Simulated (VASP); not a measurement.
VASP ran on this input.

### KPOINTS
```
Automatic
0
G
6 6 4
```

**POSCAR**
```
ZrSe2
1
    1.8695412819    -3.2381407091    -0.0000000000
    1.8695412819     3.2381407091     0.0000000000
   -0.0000000000    -0.0000000000     6.1464844399
Zr Se
1 2
Direct
  0.0000000000   0.0000000000   0.0000000000
  0.3333330000   0.6666670000   0.2576312751
  0.6666670000   0.3333330000   0.7423687249
```

### INCAR
```
LREAL = .FALSE.   # projection in real space or not
GGA = PS   # PBEsol
LCHARG = .FALSE.
EDIFFG = -0.01   # ionic stop
NELM = 100   # most electronic steps
LASPH = .TRUE.   # aspherical one-centre terms
ALGO = Normal
EDIFF = 1E-7
ISMEAR = 0
PREC = Accurate
LMAXMIX = 4
NSW = 40
ISIF = 3   # ions, shape and volume
SYSTEM = ZrSe2
SIGMA = 0.05   # width (eV)
LWAVE = .FALSE.
PSTRESS = 20
ENCUT = 480   # plane-wave cut-off (eV)
IBRION = 2   # conjugate gradients
```

POTCAR, in this order: Zr_sv Se (PBE.64 set). Program: vasp_std.

Question: Write an equivalent input for Ansatz.

Answer: One equivalent input (not run):
Ansatz 0.2 input:
```yaml
crystal:
  lattice:
    - [1.8695413, -3.2381407, 0.0000000]
    - [1.8695413, 3.2381407, 0.0000000]
    - [0.0000000, 0.0000000, 6.1464844]
  atoms:
    - { symbol: Zr, position: [0.0000000, 0.0000000, 0.0000000] }
    - { symbol: Se, position: [0.3333330, 0.6666670, 0.2576313] }
    - { symbol: Se, position: [0.6666670, 0.3333330, 0.7423687] }
kpoints:
  mp_grid: { grid: [6, 6, 4] }
hamiltonian:
  xc: pbesol
  pseudopotentials: { kind: paw }
scf:
  occupations: { method: gaussian, width: 0.05 }
  max_iter: 100
relax:
  max_steps: 40
  f_tol: 0.01
  cell: { p_target: 2 }
output: { forces: true, stress: true, eigenvalues: true }
```
The two are equivalent in intent, not identical: each code has its own PAW files, so the cut-off isn't converted (ENCUT is set for VASP's; basis.ecutwfc is left out, and Ansatz then takes the one that its files recommend); Ansatz stops its SCF on the density residual and VASP on the energy change (EDIFF).

The compound is ZrSe2 in the 1T layered structure. This run relaxes it under an external pressure of 2 GPa. Symmetry was kept, so distortions that lower it aren't found. The k-mesh is coarse (spacing up to 0.33 per Å, 2π included), so the numbers may not be converged in it.
